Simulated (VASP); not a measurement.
A VASP calculation is set up with these files.

### POSCAR
```
Ge3PbSe4
1
    4.2499832303     0.0000000000    -0.0182405956
    0.0000000000     3.9706099788     0.0000000000
   -0.0556212815     0.0000000000    11.1033216950
Ge Pb Se
3 1 4
Direct
  0.1231310486   0.0000000000   0.8855834277
  0.6078969570   0.5000000000   0.6350250791
  0.8844296532   0.5000000000   0.1136697310
  0.4280191105   0.0000000000   0.3924190236
  0.4866991313   0.0000000000   0.1271645015
  0.9996791208   0.0000000000   0.6482743596
  0.5129345089   0.5000000000   0.8575275448
  0.9572104697   0.5000000000   0.3402363328
```

INCAR:
```
# general
SYSTEM  = Ge3PbSe4
PREC    = Accurate
ENCUT   = 400
LREAL   = .FALSE.
LASPH   = .TRUE.

# electronic loop
EDIFF   = 1E-6
NELM    = 100
ALGO    = Normal
LMAXMIX = 4

# smearing
ISMEAR  = 0
SIGMA   = 0.05

# functional
GGA     = PS

# ions
IBRION  = 2
NSW     = 60
ISIF    = 3
EDIFFG  = -0.02

# output
LWAVE   = .FALSE.
LCHARG  = .FALSE.
```

File KPOINTS:
```
Automatic mesh
0
gamma
  5 5 2
```

POTCAR, in this order: Ge_d Pb_d Se (PBE.64 set). Program: vasp_std.

Q: Write an equivalent input for Quantum ESPRESSO's pw.x.

A: One equivalent input (not run):
```
&CONTROL
  calculation = 'vc-relax'
  pseudo_dir = './pseudo'
  outdir = './out'
  tprnfor = .true.
  tstress = .true.
  nstep = 60
  forc_conv_thr = 0.00078
/
&SYSTEM
  ibrav = 0
  nat = 8
  ntyp = 3
  ecutwfc = 86
  occupations = 'smearing'
  smearing = 'gaussian'
  degauss = 0.003675
  input_dft = 'pbesol'
/
&ELECTRONS
  conv_thr = 7.3e-08
  electron_maxstep = 100
/
&IONS
/
&CELL
/
ATOMIC_SPECIES
  Ge 72.630 Ge.upf
  Pb 207.200 Pb.upf
  Se 78.971 Se.upf
CELL_PARAMETERS angstrom
     4.2499832    0.0000000   -0.0182406
     0.0000000    3.9706100    0.0000000
    -0.0556213    0.0000000   11.1033217
ATOMIC_POSITIONS crystal
  Ge   0.1231310  0.0000000  0.8855834
  Ge   0.6078970  0.5000000  0.6350251
  Ge   0.8844297  0.5000000  0.1136697
  Pb   0.4280191  0.0000000  0.3924190
  Se   0.4866991  0.0000000  0.1271645
  Se   0.9996791  0.0000000  0.6482744
  Se   0.5129345  0.5000000  0.8575275
  Se   0.9572105  0.5000000  0.3402363
K_POINTS automatic
  5 5 2 0 0 0
```
The two are equivalent in intent, not identical: the potentials are each code's own (VASP's PAW set, PseudoDojo norm-conserving files in pw.x), so ENCUT and ecutwfc are chosen apart and not converted; conv_thr bounds pw.x's estimated SCF error, while EDIFF bounds the energy change between steps; forc_conv_thr acts on force components and is met together with etot_conv_thr.

The structure comes from a computed database's Ge3PbSe4 entry (Pm); how it stands against other phases isn't given here. This run relaxes it. Symmetry was kept, so distortions that lower it aren't found. The start is the result of an earlier pass.
